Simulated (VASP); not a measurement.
A convergence study with VASP on Mg3Sb2 (a-la2o3): one setting is varied, all else stays as given below, so the limit is that of these other settings.

```
Mg3Sb2
1.0
    2.28000    -3.94908     0.00000
    2.28000     3.94908     0.00000
    0.00000     0.00000     7.23000
Mg Sb
3 2
Direct
  0.00000   0.00000   0.00000
  0.33333   0.66667   0.63400
  0.66667   0.33333   0.36600
  0.33333   0.66667   0.22800
  0.66667   0.33333   0.77200
```

The numbers are results of PBE GGA, VASP's PBE PAW potentials (set 64) (plane waves; VASP), not measurements. The tightest run used: 550 eV cut-off, 14×14×9 Γ-centred mesh, tetrahedra with Blöchl corrections, potentials Mg Sb.

**Question.** The settings run are 3×3×2 mesh; 4×4×3 mesh; 5×5×3 mesh; 6×6×4 mesh; 7×7×5 mesh; 8×8×5 mesh; 9×9×6 mesh; 10×10×7 mesh; 11×11×7 mesh; 12×12×8 mesh; 13×13×9 mesh; 14×14×9 mesh. From which on does the energy per atom stay within 0.001 eV/atom of the tightest run?

**Answer.** From 8×8×5 mesh on: it is off by 0.0006 there and by no more than 0.001 in any finer run, while 7×7×5 mesh is off by 0.0012.
```tsv
setting	E (eV/atom)	pressure (GPa)	largest force (eV/Å)	irreducible k-points	difference judged (eV/atom)
3×3×2 mesh	-2.8415	1.42	0.098	6	0.0853
4×4×3 mesh	-2.8979	1.22	0.128	9	0.0289
5×5×3 mesh	-2.9156	1.15	0.141	12	0.0113
6×6×4 mesh	-2.9241	1.15	0.154	24	0.0028
7×7×5 mesh	-2.9256	1.15	0.154	32	0.0012
8×8×5 mesh	-2.9263	1.15	0.154	40	0.0006
9×9×6 mesh	-2.9267	1.15	0.154	62	0.0002
10×10×7 mesh	-2.9268	1.15	0.155	80	0.0001
11×11×7 mesh	-2.9269	1.15	0.155	94	0.0000
12×12×8 mesh	-2.9269	1.15	0.155	131	0.0000
13×13×9 mesh	-2.9269	1.15	0.155	161	0.0000
14×14×9 mesh	-2.9269	1.15	0.155	184	0.0000
```

Left out are rungs that failed or repeat a setting and relaxations that didn't move; long series are thinned to 24 rows.

The compound is Mg3Sb2 in the a-la2o3 structure. The cell was not relaxed at this level, forces remain on its atoms.
